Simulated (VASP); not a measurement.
Computed with optB86b-vdW, VASP's PBE PAW potentials (set 64) (plane waves; VASP).

Input for VASP

File KPOINTS:
```
Regular mesh
0
gamma
  5 5 7
0 0 0
```

**INCAR**
```
AGGAC  =  0.0
ALGO  =  Normal
EDIFF  =  1E-7
EDIFFG  =  -0.01
ENCUT  =  520
GGA  =  MK
IBRION  =  2
ISIF  =  4
ISMEAR  =  0
LASPH  =  .TRUE.
LCHARG  =  .FALSE.
LMAXMIX  =  4
LREAL  =  .FALSE.
LUSE_VDW  =  .TRUE.
LWAVE  =  .FALSE.
NELM  =  100
NSW  =  30
PARAM1  =  0.1234
PARAM2  =  1.0
PREC  =  Accurate
SIGMA  =  0.05
SYSTEM  =  SnO2
```

### POSCAR
```
SnO2
1
    4.7401279653     0.0000000000     0.0000000000
    0.0000000000     4.7401279653     0.0000000000
    0.0000000000     0.0000000000     3.2039681943
Sn O
2 4
Direct
  0.0000000000   0.0000000000   0.0000000000
  0.5000000000   0.5000000000   0.5000000000
  0.3061319584   0.3061319584   0.0000000000
  0.8061319584   0.1938680416   0.5000000000
  0.1938680416   0.8061319584   0.5000000000
  0.6938680416   0.6938680416   0.0000000000
```

POTCAR, in this order: Sn_d O (PBE.64 set). Program: vasp_std.

Unless said otherwise, spin-orbit coupling is left out, though it shifts the bands of the heavy elements here.

Task: Estimate the energy per atom (σ→0), band gap (on the k-mesh).

Result: 
```json
{
 "energy per atom (σ→0)": "-4.173 eV/atom",
 "band gap (on the k-mesh)": "1.13 eV"
}
```

OSZICAR:
```
...
   3 F= -.25039993E+02 E0= -.25039993E+02  d E =-.177206E-02
       N       E                     dE             d eps       ncg     rms          rms(c)
DAV:   1    -0.250401717415E+02   -0.17894E-03   -0.18001E-02  1488   0.958E-01    0.757E-02
DAV:   2    -0.250401121653E+02    0.59576E-04   -0.37684E-04  2171   0.207E-01    0.450E-02
DAV:   3    -0.250400666785E+02    0.45487E-04   -0.40368E-05  2318   0.912E-02    0.552E-03
DAV:   4    -0.250400673000E+02   -0.62155E-06   -0.10736E-05  1790   0.237E-02    0.234E-03
DAV:   5    -0.250400673884E+02   -0.88371E-07   -0.31961E-07  1402   0.618E-03
   4 F= -.25040067E+02 E0= -.25040067E+02  d E =-.745750E-04
```

The compound is SnO2 in the rutile structure. This cell is one point of a volume scan, at 0.97 of the reference volume. Symmetry was kept, so distortions that lower it aren't found.
